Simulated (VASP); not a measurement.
All values below come from PBE GGA, VASP's PBE PAW potentials (set 64) (plane waves; VASP).

The input files of a VASP run:

### POSCAR
```
SrCl2
1.0
  0.0000000000   3.5636390000   3.5636390000
  3.5636390000   0.0000000000   3.5636390000
  3.5636390000   3.5636390000   0.0000000000
Sr Cl
1 2
Direct
  0.0000000000   0.0000000000   0.0000000000
  0.2500000000   0.2500000000   0.2500000000
  0.7500000000   0.7500000000   0.7500000000
```

KPOINTS:
```
K-points
0
Gamma
 4 4 4
```

INCAR:
```
SYSTEM  =  SrCl2
PREC  =  Accurate
LREAL  =  .False.   # projection in real space or not
ALGO  =  Normal   # blocked Davidson
EDIFF  =  1E-6
LASPH  =  .True.
LWAVE  =  .False.
SIGMA  =  0.02   # width (eV)
LCHARG  =  .False.
LMAXMIX  =  4   # l cut-off of mixed one-centre charges
ISMEAR  =  -1
GGA  =  PE
ISIF  =  2
NELM  =  100
ENCUT  =  300   # plane-wave cut-off (eV)
```

POTCAR, in this order: Sr_sv Cl (PBE.64 set). Program: vasp_std.

The resulting files:

### OSZICAR
```
       N       E                     dE             d eps       ncg     rms          rms(c)
DAV:   1     0.113417165877E+03    0.11342E+03   -0.86989E+03   256   0.873E+02
DAV:   2    -0.631392693096E+01   -0.11973E+03   -0.11516E+03   344   0.206E+02
DAV:   3    -0.128500762287E+02   -0.65361E+01   -0.65309E+01   328   0.526E+01
DAV:   4    -0.130845013983E+02   -0.23443E+00   -0.23437E+00   472   0.850E+00
DAV:   5    -0.130859776900E+02   -0.14763E-02   -0.14762E-02   336   0.634E-01    0.114E+01
DAV:   6    -0.127608141571E+02    0.32516E+00   -0.87495E-01   336   0.517E+00    0.757E+00
DAV:   7    -0.127693576166E+02   -0.85435E-02   -0.47087E-01   368   0.398E+00    0.217E+00
DAV:   8    -0.127767577748E+02   -0.74002E-02   -0.63625E-02   320   0.146E+00    0.301E-01
DAV:   9    -0.127783263813E+02   -0.15686E-02   -0.38965E-03   376   0.345E-01    0.115E-01
DAV:  10    -0.127795938007E+02   -0.12674E-02   -0.11601E-03   280   0.216E-01    0.322E-02
DAV:  11    -0.127796788145E+02   -0.85014E-04   -0.98983E-05   392   0.566E-02    0.359E-02
DAV:  12    -0.127796933417E+02   -0.14527E-04   -0.12826E-05   272   0.206E-02    0.137E-02
DAV:  13    -0.127796962629E+02   -0.29212E-05   -0.10012E-05   360   0.162E-02    0.220E-03
DAV:  14    -0.127796962575E+02    0.54588E-08   -0.36538E-07   240   0.431E-03
   1 F= -.12779696E+02 E0= -.12779696E+02  d E =-.541851E-13
```

OUTCAR:
```
------------------------ aborting loop because EDIFF is reached ----------------------------------------
  FORCE on cell =-STRESS in cart. coord.  units (eV):
  Direction    XX          YY          ZZ          XY          YZ          ZX
  --------------------------------------------------------------------------------------
  Total       -0.7386735     -0.7386735     -0.7386735     -0.0000000     -0.0000000      0.0000000
  in kB      -13.0753095    -13.0753095    -13.0753095     -0.0000000     -0.0000000      0.0000000
  external PRESSURE =     -13.0753095 kB  Pullay stress =       0.0000000 kB
  volume of cell :       90.51
      direct lattice vectors                 reciprocal lattice vectors
     0.000000000  3.563639000  3.563639000    -0.140306019  0.140306019  0.140306019
     3.563639000  0.000000000  3.563639000     0.140306019 -0.140306019  0.140306019
     3.563639000  3.563639000  0.000000000     0.140306019  0.140306019 -0.140306019
 POSITION                                       TOTAL-FORCE (eV/Angst)
 -----------------------------------------------------------------------------------
      0.00000      0.00000      0.00000        -0.000000      0.000000     -0.000000
      1.78182      1.78182      1.78182        -0.000000     -0.000000      0.000000
      5.34546      5.34546      5.34546         0.000000     -0.000000     -0.000000
 -----------------------------------------------------------------------------------
    total drift:                               -0.000000     -0.000000      0.000000
  FREE ENERGIE OF THE ION-ELECTRON SYSTEM (eV)
  ---------------------------------------------------
  free  energy   TOTEN  =       -12.7796962575 eV

  energy  without entropy=      -12.7796962575  energy(sigma->0) =      -12.77969626
```
(Selected blocks of OUTCAR.)

At this cut-off the stress carries a Pulay error, which pulls relaxed volumes low.

The structure is a typed SrCl2 crystal (Fm-3m). The cell was not relaxed at this level.
